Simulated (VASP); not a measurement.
Here is the system:

```
CELL_PARAMETERS angstrom
      0.00000     2.49116     2.49116
      2.49116     0.00000     2.49116
      2.49116     2.49116     0.00000
ATOMIC_POSITIONS crystal
  S  0.00000 0.00000 0.00000
  Re 0.50000 0.50000 0.50000
```

The numbers are results of PBE GGA, VASP's PBE PAW potentials (set 64) (plane waves; VASP), not measurements. Numerical set-up: 400 eV cut-off, 8×8×8 Γ-centred mesh, Gaussian smearing of 0.050 eV, potentials S Re.

Unless said otherwise, spin-orbit coupling is left out, though it shifts the bands of the heavy elements here.

What does the run give for the energy per atom (σ→0), pressure, band gap (on the k-mesh) with the smallest direct gap where there is one?

```yaml
band gap (on the k-mesh): none (metal, semimetal or under 0.01 eV)
energy per atom (σ→0): -7.238 eV/atom
pressure: -5.69 GPa
```

The absolute energy has meaning only against runs of the same code, potentials and settings.

The structure was generated: ReS was put into the rocksalt type (Fm-3m), which need not be its known phase. The cell was not relaxed at this level. The electron count is odd and the run is not spin-polarised, which forces a metal.
